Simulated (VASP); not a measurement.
All values below come from PBE GGA, VASP's PBE PAW potentials (set 64) (plane waves; VASP).

VASP ran on this input.

File POSCAR:
```
MnSi
1
    4.3484340128     0.0000000000    -0.0000000000
   -0.0000000000     4.3484340128     0.0000000000
   -0.0000000000    -0.0000000000     4.3484340128
Mn Si
4 4
Direct
  0.8604874026   0.6395125974   0.3604874026
  0.3604874026   0.8604874026   0.6395125974
  0.1395125974   0.1395125974   0.1395125974
  0.6395125974   0.3604874026   0.8604874026
  0.1536867384   0.3463132616   0.6536867384
  0.6536867384   0.1536867384   0.3463132616
  0.8463132616   0.8463132616   0.8463132616
  0.3463132616   0.6536867384   0.1536867384
```

**KPOINTS**
```
Automatic mesh
0
Gamma
7 7 7
0 0 0
```

INCAR:
```
! general
SYSTEM   =  MnSi
PREC     =  Accurate
ENCUT    =  500   ! plane-wave cut-off (eV)
LREAL    =  .FALSE.
LASPH    =  .TRUE.

! electronic loop
EDIFF    =  1E-6   ! SCF stop (eV)
NELM     =  100   ! most electronic steps
ALGO     =  Normal
LMAXMIX  =  4

! smearing
ISMEAR   =  1   ! Methfessel-Paxton
SIGMA    =  0.1   ! width (eV)

! functional
GGA      =  PE   ! PBE

! spin
ISPIN    =  2
MAGMOM   =  1.1 1.1 1.1 1.1 -0.0 -0.0 -0.0 -0.0

! ions
IBRION   =  2
NSW      =  40
ISIF     =  3
EDIFFG   =  -0.02
PSTRESS  =  300   ! kbar

! output
LWAVE    =  .FALSE.
LCHARG   =  .FALSE.
LORBIT   =  10
```

POTCAR, in this order: Mn_pv Si (PBE.64 set). Program: vasp_std.

Output

OSZICAR:
```
       N       E                     dE             d eps       ncg     rms          rms(c)
DAV:   1     0.812567902878E+03    0.81257E+03   -0.35529E+04  4032   0.192E+03
DAV:   2     0.250702966425E+00   -0.81232E+03   -0.78806E+03  4032   0.568E+02
DAV:   3    -0.672214360402E+02   -0.67472E+02   -0.65026E+02  4696   0.168E+02
DAV:   4    -0.692031515029E+02   -0.19817E+01   -0.19638E+01  4824   0.292E+01
DAV:   5    -0.692430796854E+02   -0.39928E-01   -0.39878E-01  4704   0.445E+00    0.404E+01
DAV:   6    -0.682869971344E+02    0.95608E+00   -0.18385E+02  4872   0.962E+01    0.253E+01
DAV:   7    -0.607202959877E+02    0.75667E+01   -0.63303E+01  4310   0.584E+01    0.978E+00
DAV:   8    -0.606186364674E+02    0.10166E+00   -0.27432E+00  4310   0.906E+00    0.267E+00
DAV:   9    -0.605722528943E+02    0.46384E-01   -0.23355E-01  4908   0.329E+00    0.109E+00
DAV:  10    -0.605717699808E+02    0.48291E-03   -0.83948E-03  4530   0.686E-01    0.651E-01
DAV:  11    -0.605732907306E+02   -0.15207E-02   -0.73077E-03  5086   0.501E-01    0.336E-01
DAV:  12    -0.605753037686E+02   -0.20130E-02   -0.41002E-03  5336   0.383E-01    0.276E-01
DAV:  13    -0.605768436794E+02   -0.15399E-02   -0.50512E-03  5044   0.414E-01    0.142E-01
DAV:  14    -0.605770736505E+02   -0.22997E-03   -0.23750E-03  5434   0.268E-01    0.728E-02
DAV:  15    -0.605771166158E+02   -0.42965E-04   -0.61521E-04  4704   0.177E-01    0.492E-02
DAV:  16    -0.605771294461E+02   -0.12830E-04   -0.21969E-04  4726   0.101E-01    0.310E-02
DAV:  17    -0.605771387761E+02   -0.93300E-05   -0.29076E-05  4322   0.401E-02    0.110E-02
DAV:  18    -0.605771394502E+02   -0.67406E-06   -0.23081E-06  2972   0.790E-03
   1 F= -.45181089E+02 E0= -.45180154E+02  d E =-.451811E+02  mag=     3.1094
```

OUTCAR:
```
------------------------ aborting loop because EDIFF is reached ----------------------------------------
  FORCE on cell =-STRESS in cart. coord.  units (eV):
  Direction    XX          YY          ZZ          XY          YZ          ZX
  --------------------------------------------------------------------------------------
  Total       15.2687448     15.2687448     15.2687448      0.0000000      0.0000000      0.0000000
  in kB      297.5193843    297.5193843    297.5193843      0.0000000      0.0000000      0.0000000
  external PRESSURE =      -2.4806157 kB  Pullay stress =     300.0000000 kB
  volume of cell :       82.22
      direct lattice vectors                 reciprocal lattice vectors
     4.348434013  0.000000000  0.000000000     0.229967845  0.000000000  0.000000000
     0.000000000  4.348434013  0.000000000     0.000000000  0.229967845  0.000000000
     0.000000000  0.000000000  4.348434013     0.000000000  0.000000000  0.229967845
 POSITION                                       TOTAL-FORCE (eV/Angst)
 -----------------------------------------------------------------------------------
      3.74177      2.78088      1.56756        -0.005665      0.005665     -0.005665
      1.56756      3.74177      2.78088        -0.005665     -0.005665      0.005665
      0.60666      0.60666      0.60666         0.005665      0.005665      0.005665
      2.78088      1.56756      3.74177         0.005665     -0.005665     -0.005665
      0.66830      1.50592      2.84251        -0.009491      0.009491     -0.009491
      2.84251      0.66830      1.50592        -0.009491     -0.009491      0.009491
      3.68014      3.68014      3.68014         0.009491      0.009491      0.009491
      1.50592      2.84251      0.66830         0.009491     -0.009491     -0.009491
 -----------------------------------------------------------------------------------
    total drift:                               -0.000001     -0.000002      0.000000
  FREE ENERGIE OF THE ION-ELECTRON SYSTEM (eV)
  ---------------------------------------------------
  free  energy   TOTEN  =       -60.5771394502 eV

  energy  without entropy=      -60.5743343215  energy(sigma->0) =      -60.57620441
  enthalpy is  TOTEN    =       -45.1810890354 eV   P V=       15.3960504148

 total charge

# of ion       s       p       d       tot
------------------------------------------
    1        0.376   6.469   5.422  12.266
    2        0.376   6.469   5.422  12.266
    3        0.376   6.469   5.422  12.266
    4        0.376   6.469   5.422  12.266
    5        0.749   0.984   0.000   1.733
    6        0.749   0.984   0.000   1.733
    7        0.749   0.984   0.000   1.733
    8        0.749   0.984   0.000   1.733
--------------------------------------------------
tot          4.499  29.813  21.687  55.999

 magnetization (x)

# of ion       s       p       d       tot
------------------------------------------
    1        0.001   0.006   0.806   0.813
    2        0.001   0.006   0.806   0.813
    3        0.001   0.006   0.806   0.813
    4        0.001   0.006   0.806   0.813
    5       -0.009  -0.024   0.000  -0.034
    6       -0.009  -0.024   0.000  -0.034
    7       -0.009  -0.024   0.000  -0.034
    8       -0.009  -0.024   0.000  -0.034
--------------------------------------------------
tot         -0.035  -0.075   3.226   3.115

 reached required accuracy - stopping structural energy minimisation
```
(Selected blocks of OUTCAR.)

The moments were started parallel, and other spin orders were not tried in this run.

The compound is MnSi in the B20 structure. It was relaxed first under an external pressure of 30 GPa.
